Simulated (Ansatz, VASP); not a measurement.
KRu2: VASP beside Ansatz

```
CELL_PARAMETERS angstrom
3.73283 0.00000 0.00000
-1.86642 3.23273 0.00000
0.00000 0.00000 6.55508
ATOMIC_POSITIONS crystal
K 0.00000 0.00000 0.00000
Ru 0.66667 0.33333 0.56968
Ru 0.33333 0.66667 0.43032
```

Alike in both runs: functional PBE; k mesh 6 × 6 × 4; occupations gaussian, width 0.1 eV; no spin polarisation.

Ansatz relaxed the structure, and its values are those at the end. VASP's run is a single point on that final structure, the one shown.

|  | VASP | Ansatz |
| --- | --- | --- |
| version | VASP 6.6.1 | Ansatz 0.2.0 |
| potentials or method | VASP PAW PBE potentials, release 64 (K_sv, Ru_pv) | scalar-relativistic, plane waves, PAW |
| plane-wave cutoff (eV) | 520 | 420 |
| valence electrons in the cell | 37 | 41 |

Ansatz gave:

- gap on the k mesh at the Fermi level (eV): none
- pressure (GPa): 0.0
- rms of the force components (eV/Å): 0.001

Task: What did VASP give for the same quantities?

Result: gap on the k mesh at the Fermi level (eV): none; pressure (GPa): 0.1; rms of the force components (eV/Å): 0.025.

A gap of «none» marks a metal or a gap that the smearing closes. With one functional, cell and mesh, what is left measures potentials, basis and numerics. The two sets of potentials don't hold the same shells in valence.
